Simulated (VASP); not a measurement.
```
ZnS
1.0
    1.91158    -3.31095     0.00000
    1.91158     3.31095     0.00000
    0.00000     0.00000     6.26897
Zn S
2 2
Direct
  0.66667   0.33333   0.50023
  0.33333   0.66667   0.00023
  0.66667   0.33333   0.87477
  0.33333   0.66667   0.37477
```

All values below come from rev-vdW-DF2, VASP's PBE PAW potentials (set 64) (plane waves; VASP). Settings: 520 eV cut-off, Gaussian smearing of 0.050 eV, potentials Zn S.

Problem. Give the energies of bands 8 to 21 at the high-symmetry points, in eV from the valence-band maximum.

Solution. 
```
band      Γ      M      K      A      L      H
----  -----  -----  -----  -----  -----  -----
8     -5.96  -6.04  -6.00  -6.35  -6.08  -6.03
9     -5.96  -5.90  -5.96  -5.92  -5.89  -5.96
10    -5.89  -5.86  -5.93  -5.92  -5.89  -5.96
11    -5.89  -5.77  -5.69  -5.92  -5.72  -5.60
12    -5.74  -5.76  -5.69  -5.92  -5.72  -5.60
13    -5.30  -4.82  -4.30  -2.88  -4.86  -4.73
14    -0.88  -4.11  -4.30  -2.88  -4.86  -4.73
15    -0.88  -3.24  -3.81  -0.46  -1.61  -3.02
16    -0.08  -2.20  -2.29  -0.46  -1.61  -3.02
17     0.00  -1.67  -2.29  -0.46  -1.59  -1.33
18     0.00  -0.87  -2.07  -0.46  -1.59  -1.33
19     2.05   3.59   4.20   3.45   3.45   4.43
20     3.01   4.16   5.81   3.45   3.45   4.43
21     6.28   5.05   5.81   6.73   5.19   6.25
```

The gap is direct, 2.05 eV, from the valence maximum at Γ to the conduction minimum at Γ.

Measured: gap 3.91 eV (computed value off by -1.86 eV), as given by Mehmet Aras et al., The Journal of Chemical Physics (2014), arXiv:1312.4272.

The compound is ZnS in the wurtzite structure, the high-temperature form. It was relaxed first.
